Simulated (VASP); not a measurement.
Given:

```yaml
crystal:
  lattice:
    - [3.22397, 0.00000, 0.00000]
    - [0.00000, 13.33785, 0.00000]
    - [0.00000, 0.00000, 21.35640]
  atoms:
    - { symbol: Mo, position: [0.58333, 0.25000, 0.37083] }
    - { symbol: Mo, position: [0.58333, 0.75000, 0.37083] }
    - { symbol: Mo, position: [0.08333, 0.25000, 0.50000] }
    - { symbol: Mo, position: [0.08333, 0.75000, 0.50000] }
    - { symbol: Mo, position: [0.58333, 0.25000, 0.62917] }
    - { symbol: Mo, position: [0.58333, 0.75000, 0.62917] }
    - { symbol: S, position: [0.08333, 0.36774, 0.41389] }
    - { symbol: S, position: [0.08333, 0.63226, 0.32777] }
    - { symbol: S, position: [0.08333, 0.86774, 0.32777] }
    - { symbol: S, position: [0.08333, 0.13226, 0.41389] }
    - { symbol: S, position: [0.58333, 0.36774, 0.54305] }
    - { symbol: S, position: [0.58333, 0.63226, 0.45694] }
    - { symbol: S, position: [0.58333, 0.86774, 0.45694] }
    - { symbol: S, position: [0.58333, 0.13226, 0.54305] }
    - { symbol: S, position: [0.08333, 0.36774, 0.67223] }
    - { symbol: S, position: [0.08333, 0.63226, 0.58612] }
    - { symbol: S, position: [0.08333, 0.86774, 0.58612] }
    - { symbol: S, position: [0.08333, 0.13226, 0.67223] }
```

Method: LDA (Ceperley-Alder, Perdew-Zunger), VASP's LDA PAW potentials (set 64) (plane waves; VASP). Numerical set-up: LREAL = Auto, 300 eV cut-off, 7×2×1 Γ-centred mesh, first-order Methfessel-Paxton smearing of 0.10 eV, potentials Mo_sv S.

The cell holds a wide vacuum, so values per volume refer to the whole cell.

Q: Predict the energy per atom (σ→0), largest force, band gap (on the k-mesh) with the smallest direct gap where there is one.

A: 
```json
{
  "band gap (on the k-mesh)": "none (metal, semimetal or under 0.01 eV)",
  "energy per atom (σ→0)": "-7.505 eV/atom",
  "largest_force": "2.430 eV/Å"
}
```

Total energies compare only between runs with the same potentials, cut-off and functional.

The cell is a sheet with vacuum, built from a database entry that may be metastable or hypothetical.
